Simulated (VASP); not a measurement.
Output of a VASP run:

### OSZICAR
```
       N       E                     dE             d eps       ncg     rms          rms(c)
DAV:   1     0.308764582270E+03    0.30876E+03   -0.15439E+04   576   0.179E+03
DAV:   2     0.120566996750E+02   -0.29671E+03   -0.28591E+03   694   0.457E+02
DAV:   3    -0.961103138292E+01   -0.21668E+02   -0.21506E+02   660   0.141E+02
DAV:   4    -0.102112892522E+02   -0.60026E+00   -0.59945E+00   610   0.246E+01
DAV:   5    -0.102348716207E+02   -0.23582E-01   -0.23581E-01   674   0.482E+00    0.793E+00
DAV:   6    -0.831968585862E+01    0.19152E+01   -0.10289E+01   742   0.270E+01    0.270E+00
DAV:   7    -0.830193529804E+01    0.17751E-01   -0.45599E-01   586   0.466E+00    0.153E+00
DAV:   8    -0.828468136482E+01    0.17254E-01   -0.10388E-01   590   0.397E+00    0.479E-01
DAV:   9    -0.828192954833E+01    0.27518E-02   -0.18074E-02   662   0.106E+00    0.934E-02
DAV:  10    -0.828219961356E+01   -0.27007E-03   -0.73865E-04   590   0.321E-01    0.203E-02
DAV:  11    -0.828218787392E+01    0.11740E-04   -0.52135E-05   660   0.675E-02    0.639E-03
DAV:  12    -0.828218760645E+01    0.26748E-06   -0.85780E-06   602   0.329E-02
   1 F= -.82821876E+01 E0= -.82821876E+01  d E =-.828219E+01
```

### OUTCAR
```
------------------------ aborting loop because EDIFF is reached ----------------------------------------
  FORCE on cell =-STRESS in cart. coord.  units (eV):
  Direction    XX          YY          ZZ          XY          YZ          ZX
  --------------------------------------------------------------------------------------
  Total        0.0190237      0.0190237      0.0190237      0.0000000      0.0000000      0.0000000
  in kB        0.5817831      0.5817831      0.5817831      0.0000000      0.0000000      0.0000000
  external PRESSURE =       0.5817831 kB  Pullay stress =       0.0000000 kB
  volume of cell :       52.39
      direct lattice vectors                 reciprocal lattice vectors
     0.000000000  2.969874091  2.969874091    -0.168357306  0.168357306  0.168357306
     2.969874091  0.000000000  2.969874091     0.168357306 -0.168357306  0.168357306
     2.969874091  2.969874091  0.000000000     0.168357306  0.168357306 -0.168357306
 POSITION                                       TOTAL-FORCE (eV/Angst)
 -----------------------------------------------------------------------------------
      0.00000      0.00000      0.00000        -0.000000      0.000000      0.000000
      1.48494      1.48494      1.48494        -0.000000     -0.000000     -0.000000
      4.45481      4.45481      4.45481         0.000000      0.000000      0.000000
 -----------------------------------------------------------------------------------
    total drift:                                0.000000     -0.000000      0.000000
  FREE ENERGIE OF THE ION-ELECTRON SYSTEM (eV)
  ---------------------------------------------------
  free  energy   TOTEN  =        -8.2821876064 eV

  energy  without entropy=       -8.2821876064  energy(sigma->0) =       -8.28218761

 reached required accuracy - stopping structural energy minimisation
```
(Selected blocks of OUTCAR.)

File POSCAR:
```
PbF2
1
    0.0000000000     2.9698740912     2.9698740912
    2.9698740912     0.0000000000     2.9698740912
    2.9698740912     2.9698740912     0.0000000000
Pb F
1 2
Direct
  0.0000000000   0.0000000000   0.0000000000
  0.2500000000   0.2500000000   0.2500000000
  0.7500000000   0.7500000000   0.7500000000
```

Task: Write an INCAR and KPOINTS that could have produced this output.

Result: Several could match; the one computed here: the input of the run itself, rev-vdW-DF2, plane waves, VASP's PBE PAW potentials (set 64).

### INCAR
```
SYSTEM = PbF2
PREC = Accurate; ENCUT = 520; LREAL = .FALSE.
LASPH = .TRUE.
EDIFF = 1E-6; NELM = 100; ALGO = Normal
LMAXMIX = 4
ISMEAR = 0; SIGMA = 0.05
GGA = MK; LUSE_VDW = .TRUE.; AGGAC = 0.0
PARAM1 = 0.1234568; PARAM2 = 0.7114; ZAB_VDW = -1.8867
IBRION = 2; NSW = 60; ISIF = 3
EDIFFG = -0.02
LWAVE = .FALSE.; LCHARG = .FALSE.
```

File KPOINTS:
```
Automatic mesh
0
Gamma
6 6 6
0 0 0
```

POTCAR, in this order: Pb_d F (PBE.64 set). Program: vasp_std.

The compound is PbF2 in the fluorite structure, the β form. The cell was not relaxed at this level. The start is the result of an earlier pass.
